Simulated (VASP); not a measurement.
Computed with PBE GGA, VASP's PBE PAW potentials (set 64) (plane waves; VASP).

VASP input:

POSCAR:
```
GaSb
1
    0.0000000000     2.9519638430     2.9519638430
    2.9519638430     0.0000000000     2.9519638430
    2.9519638430     2.9519638430    -0.0000000000
Ga Sb
1 1
Direct
  0.0000000000   0.0000000000   0.0000000000
  0.2500000000   0.2500000000   0.2500000000
```

File KPOINTS:
```
Regular mesh
0
Gamma
 10 10 10
0 0 0
```

INCAR:
```
ALGO=Normal
EDIFF=1E-7
EDIFFG=-0.01
ENCUT=480
GGA=PE
IBRION=2
ISIF=3
ISMEAR=1
LASPH=.TRUE.
LCHARG=.FALSE.
LMAXMIX=4
LREAL=.FALSE.
LWAVE=.FALSE.
NELM=100
NSW=40
PREC=Accurate
PSTRESS=100
SIGMA=0.1
SYSTEM=GaSb
```

POTCAR, in this order: Ga_d Sb (PBE.64 set). Program: vasp_std.

### Question
What will the output report for the number of irreducible k-points (NKPTS), number of bands (NBANDS), largest plane-wave count, number of space-group operations, FFT grid (NGX, NGY, NGZ)?

### Answer

```json
{
 "number of irreducible k-points (NKPTS)": "47",
 "number of bands (NBANDS)": "13",
 "largest_plane_wave_count": "1244",
 "number_of_space_group_operations": "24",
 "FFT grid (NGX, NGY, NGZ)": "30 × 30 × 30"
}
```

The compound is GaSb in the zinc blende structure. It was relaxed first under an external pressure of 10 GPa.
